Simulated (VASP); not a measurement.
Here is the system:

```
Al2Te5
1.0
    6.89271    -2.04951     0.00000
    6.89271     2.04951     0.00000
   -6.09401     0.00000     7.96752
Al Te
2 5
Cartesian
  1.46261   0.00000   4.76545
  6.22880   0.00000   3.20207
  2.69103   0.00000   6.96162
  5.00038   0.00000   1.00590
  0.00000   0.00000   0.00000
 -1.15420   0.00000   4.77995
  8.84561   0.00000   3.18757
```

The numbers are results of PBEsol GGA, VASP's PBE PAW potentials (set 64) (plane waves; VASP 6.6.1), not measurements. Settings: 300 eV cut-off, 3×3×2 Γ-centred mesh, Fermi-Dirac smearing of 0.010 eV, potentials Al Te.

Q: Which forces act on the atoms, in eV/Å?

A: 
```csv
atom,Fx,Fy,Fz
Al1,-0.092,0.000,-0.053
Al2,0.092,0.000,0.053
Te3,0.512,0.000,0.452
Te4,-0.512,0.000,-0.452
Te5,0.000,0.000,0.000
Te6,-0.514,0.000,0.471
Te7,0.514,0.000,-0.471
```

Q: Give the stress tensor in GPa (positive for a compressed cell).

A: 
```
2.13  0.00  0.37
0.00  2.89  0.00
0.37  0.00  2.01
```
The pressure is its mean diagonal, 2.34 GPa.

The structure comes from a computed database's Al2Te5 entry; how it stands against other phases isn't given here. The cell was not relaxed at this level. The k-mesh is coarse (spacing up to 0.55 per Å, 2π included), so the numbers may not be converged in it.
